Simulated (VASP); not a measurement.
A convergence study with VASP on AlN (zinc blende): one setting is varied, all else stays as given below, so the limit is that of these other settings. Each run relaxes cell and ions from the cell shown. The basis is that of the starting cell, so low cut-offs carry a Pulay error.

```
CELL_PARAMETERS angstrom
      0.00000     2.19000     2.19000
      2.19000     0.00000     2.19000
      2.19000     2.19000     0.00000
ATOMIC_POSITIONS crystal
  Al 0.00000 0.00000 0.00000
  N  0.25000 0.25000 0.25000
```

These are LDA (Ceperley-Alder, Perdew-Zunger), VASP's LDA PAW potentials (set 64) (plane waves; VASP 6.6.1) values and carry that method's errors. The tightest run used: 800 eV cut-off, 9×9×9 Γ-centred mesh, Gaussian smearing of 0.050 eV, potentials Al N.

Gaps are read on the run's mesh, which can miss a band edge.

Task: The settings run are ENCUT = 250; ENCUT = 300; ENCUT = 350; ENCUT = 400; ENCUT = 450; ENCUT = 500; ENCUT = 550; ENCUT = 600; ENCUT = 650; ENCUT = 750; ENCUT = 800. From which on does the relaxed volume stay within 0.05 Å³/atom of the tightest run?

Result: From ENCUT = 450 on: it is off by 0.030 there and by no more than 0.05 in any finer run, while ENCUT = 400 is off by 0.131.
```
setting      relaxed volume (Å³/atom)  E (eV/atom)  gap on the mesh (eV)  plane waves  difference judged (Å³/atom)
-----------  ------------------------  -----------  --------------------  -----------  ---------------------------
ENCUT = 250                     8.976      -8.3993                 3.373          198                        1.288
ENCUT = 300                     9.550      -8.2614                 3.460          265                        0.714
ENCUT = 350                     9.919      -8.2069                 3.451          331                        0.346
ENCUT = 400                    10.133      -8.1940                 3.425          389                        0.131
ENCUT = 450                    10.234      -8.1900                 3.418          469                        0.030
ENCUT = 500                    10.264      -8.1881                 3.416          543                        0.000
ENCUT = 550                    10.266      -8.1878                 3.416          624                        0.001
ENCUT = 600                    10.261      -8.1884                 3.417          725                        0.004
ENCUT = 650                    10.258      -8.1891                 3.417          809                        0.006
ENCUT = 750                    10.262      -8.1899                 3.417         1002                        0.003
ENCUT = 800                    10.264      -8.1901                 3.417         1091                        0.000
```

Left out are rungs that failed or repeat a setting and relaxations that didn't move; long series are thinned to 24 rows.

The compound is AlN in the zinc blende structure, a metastable form; wurtzite is the usual one.
